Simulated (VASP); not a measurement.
Calculation: revTPSS meta-GGA, VASP's PBE PAW potentials (set 64) (plane waves; VASP 6.6.1).

Input for VASP

INCAR:
```
# general
SYSTEM  = PbS
PREC    = Accurate
ENCUT   = 520
LREAL   = .False.
LASPH   = .True.

# electronic loop
EDIFF   = 1E-7
NELM    = 100
ALGO    = Normal
LMAXMIX = 4
LMIXTAU = .True.

# smearing
ISMEAR  = -5

# functional
METAGGA = RTPSS

# ions
ISIF    = 2

# output
LWAVE   = .False.
LCHARG  = .False.
LORBIT  = 11
NEDOS   = 601
```

File KPOINTS_OPT:
```
k-points along high-symmetry lines
10
Line-mode
Reciprocal
  0.000000   0.000000   0.000000 ! GAMMA
  0.500000   0.000000   0.500000 ! X

  0.500000   0.000000   0.500000 ! X
  0.625000   0.250000   0.625000 ! U

  0.375000   0.375000   0.750000 ! K
  0.000000   0.000000   0.000000 ! GAMMA

  0.000000   0.000000   0.000000 ! GAMMA
  0.500000   0.500000   0.500000 ! L

  0.500000   0.500000   0.500000 ! L
  0.500000   0.250000   0.750000 ! W

  0.500000   0.250000   0.750000 ! W
  0.500000   0.000000   0.500000 ! X
```

File POSCAR:
```
PbS
1
    0.0000000000     2.9835941199     2.9835941199
    2.9835941199    -0.0000000000     2.9835941199
    2.9835941199     2.9835941199    -0.0000000000
Pb S
1 1
Direct
  0.0000000000   0.0000000000   0.0000000000
  0.5000000000   0.5000000000   0.5000000000
```

**KPOINTS**
```
Automatic
0
gamma
 9 9 9
0 0 0
```

POTCAR, in this order: Pb_d S (PBE.64 set). Program: vasp_std.

What VASP printed:

**OUTCAR**
```
 ion  position               nearest neighbor table
   1  0.000  0.000  0.000-   2 2.98   2 2.98   2 2.98   2 2.98   2 2.98   2 2.98
   2  0.500  0.500  0.500-   1 2.98   1 2.98   1 2.98   1 2.98   1 2.98   1 2.98
  LATTYP: Found a face centered cubic cell.
 ALAT       =     5.9671882398
 Subroutine PRICEL returns:
 Original cell was already a primitive cell.
 Subroutine GETGRP returns: Found 48 space group operations
The static configuration has the point symmetry O_h .
The dynamic configuration has the point symmetry O_h .
 Subroutine INISYM returns: Found 48 space group operations
 Subroutine IBZKPT returns following result:
 Found     35 irreducible k-points:

 Following reciprocal coordinates:
            Coordinates               Weight
  0.000000  0.000000  0.000000      1.000000
  0.111111  0.000000  0.000000      8.000000
  0.222222  0.000000  0.000000      8.000000
  0.333333  0.000000  0.000000      8.000000
  0.444444  0.000000  0.000000      8.000000
  0.111111  0.111111  0.000000      6.000000
  0.222222  0.111111  0.000000     24.000000
  0.333333  0.111111  0.000000     24.000000
  0.444444  0.111111  0.000000     24.000000
 -0.444444  0.111111  0.000000     24.000000
 -0.333333  0.111111  0.000000     24.000000
 -0.222222  0.111111  0.000000     24.000000
 -0.111111  0.111111  0.000000     12.000000
  0.222222  0.222222  0.000000      6.000000
  0.333333  0.222222  0.000000     24.000000
  0.444444  0.222222  0.000000     24.000000
 -0.444444  0.222222  0.000000     24.000000
 -0.333333  0.222222  0.000000     24.000000
 -0.222222  0.222222  0.000000     12.000000
  0.333333  0.333333  0.000000      6.000000
  0.444444  0.333333  0.000000     24.000000
 -0.444444  0.333333  0.000000     24.000000
 -0.333333  0.333333  0.000000     12.000000
  0.444444  0.444444  0.000000      6.000000
...
```

File OSZICAR:
```
       N       E                     dE             d eps       ncg     rms          rms(c)
DAV:   1     0.196600709008E+03    0.19660E+03   -0.99895E+03   994   0.150E+03
DAV:   2     0.435343930332E+02   -0.15307E+03   -0.14975E+03  1034   0.364E+02
DAV:   3     0.308362668021E+02   -0.12698E+02   -0.12610E+02  1292   0.107E+02
DAV:   4     0.304974344853E+02   -0.33883E+00   -0.33860E+00  1102   0.186E+01
DAV:   5     0.304874489956E+02   -0.99855E-02   -0.99852E-02  1312   0.349E+00    0.608E+00
DAV:   6     0.341527655638E+02    0.36653E+01   -0.68728E+00   992   0.366E+01    0.209E+00
DAV:   7     0.338635798033E+02   -0.28919E+00   -0.47267E-01  1208   0.102E+01    0.146E+00
DAV:   8     0.339110065102E+02    0.47427E-01   -0.48837E-01  1212   0.413E+00    0.100E+00
DAV:   9     0.339204661974E+02    0.94597E-02   -0.11294E-01   986   0.402E+00    0.836E-01
DAV:  10     0.338728994322E+02   -0.47567E-01   -0.26633E-02   980   0.242E+00    0.254E-01
DAV:  11     0.338684239390E+02   -0.44755E-02   -0.11120E-02  1052   0.195E+00    0.101E-01
DAV:  12     0.338683717645E+02   -0.52175E-04   -0.23743E-04  1274   0.148E-01    0.109E-01
DAV:  13     0.338684295241E+02    0.57760E-04   -0.10710E-05  1196   0.567E-02    0.119E-01
DAV:  14     0.338676261431E+02   -0.80338E-03   -0.19908E-03  1184   0.903E-01    0.829E-02
DAV:  15     0.338676834840E+02    0.57341E-04   -0.72183E-05  1208   0.122E-01    0.763E-02
DAV:  16     0.338676095203E+02   -0.73964E-04   -0.17996E-05   992   0.557E-02    0.716E-02
DAV:  17     0.338676015970E+02   -0.79232E-05   -0.14633E-05  1100   0.716E-02    0.529E-02
DAV:  18     0.338676006081E+02   -0.98888E-06   -0.37521E-06  1070   0.204E-02    0.378E-02
DAV:  19     0.338676011467E+02    0.53853E-06   -0.74851E-07  1220   0.111E-02    0.308E-02
DAV:  20     0.338676011639E+02    0.17207E-07   -0.56363E-07  1058   0.991E-03
   1 F= 0.33867601E+02 E0= 0.33867601E+02  d E =0.000000E+00
       N       E                     dE             ncg
       N       E                     dE             ncg
```

File OUTCAR:
```
------------------------ aborting loop because EDIFF is reached ----------------------------------------
  FORCE on cell =-STRESS in cart. coord.  units (eV):
  Direction    XX          YY          ZZ          XY          YZ          ZX
  --------------------------------------------------------------------------------------
  Total        0.0165308      0.0165308      0.0165308      0.0000000      0.0000000     -0.0000000
  in kB        0.4986037      0.4986037      0.4986037      0.0000000      0.0000000     -0.0000000
  external PRESSURE =       0.4986037 kB  Pullay stress =       0.0000000 kB
  volume of cell :       53.12
      direct lattice vectors                 reciprocal lattice vectors
     0.000000000  2.983594120  2.983594120    -0.167583116  0.167583116  0.167583116
     2.983594120  0.000000000  2.983594120     0.167583116 -0.167583116  0.167583116
     2.983594120  2.983594120  0.000000000     0.167583116  0.167583116 -0.167583116
  FREE ENERGIE OF THE ION-ELECTRON SYSTEM (eV)
  ---------------------------------------------------
  free  energy   TOTEN  =        33.8676011639 eV

  energy  without entropy=       33.8676011639  energy(sigma->0) =       33.86760116

 total charge

# of ion       s       p       d       tot
------------------------------------------
    1        1.494   0.479   9.826  11.799
    2        1.338   2.337   0.000   3.675
--------------------------------------------------
tot          2.832   2.816   9.826  15.474
```
(Selected blocks of OUTCAR.)

The compound is PbS in the rock salt structure. It was relaxed first.
